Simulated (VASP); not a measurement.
Wanted: the native input for a VASP 6.6.1 run.

- Task: single point
- Functional: PBE
- Potentials or basis: VASP PAW PBE potentials, release 64 (S, Zn, Br, H)
- Cutoff: 520 eV
- k mesh: 1 × 1 × 1
- Occupations: gaussian, width 0.01 eV
- Spin: no spin polarisation
- Further INCAR settings: ALGO = Normal; EDIFF = 1e-06; NBANDS = 21

The structure of SZnBrH lies in POSCAR:

```
ZnHSBr
1.0
   11.0000000000      0.0000000000      0.0000000000
    0.0000000000     14.0000000000      0.0000000000
    0.0000000000      0.0000000000     11.0000000000
S Zn Br H
1 1 1 1
Direct
    0.4290590000      0.5993780000      0.4207240000
    0.4980140000      0.4742670000      0.5070180000
    0.5759380000      0.3407960000      0.5923790000
    0.4922550000      0.6559140000      0.4875280000
```

The cell isn't the ideal one: atoms moved at random, drawn with an rms of 0.05 Å.

One way to write it, as run:

INCAR

```
SYSTEM = ZnHSBr
PREC = Accurate
ENCUT = 520
EDIFF = 1E-6
ISMEAR = 0
SIGMA = 0.01
LREAL = .FALSE.
LASPH = .TRUE.
NELM = 100
ALGO = Normal
ISIF = 2
LWAVE = .FALSE.
LCHARG = .FALSE.
GGA = PE
NBANDS = 21
```

KPOINTS

```
regular mesh
0
G
  1 1 1
  0 0 0
```

Potentials or basis: VASP PAW PBE potentials, release 64 (S, Zn, Br, H).

Command:

```bash
$ cat potpaw_PBE.64/S/POTCAR potpaw_PBE.64/Zn/POTCAR potpaw_PBE.64/Br/POTCAR potpaw_PBE.64/H/POTCAR > POTCAR
$ mpirun -np 1 vasp_gam > vasp.out
```

Results of the run:

```yaml
Largest_force: 2.016 eV/Å
Gap_between_the_frontier_levels: 4.17 eV
```

Wall time 84 s on 1 thread of Intel(R) Xeon(R) 6975P-C (Granite Rapids), with other jobs on the host, peak memory 1.3 GiB.
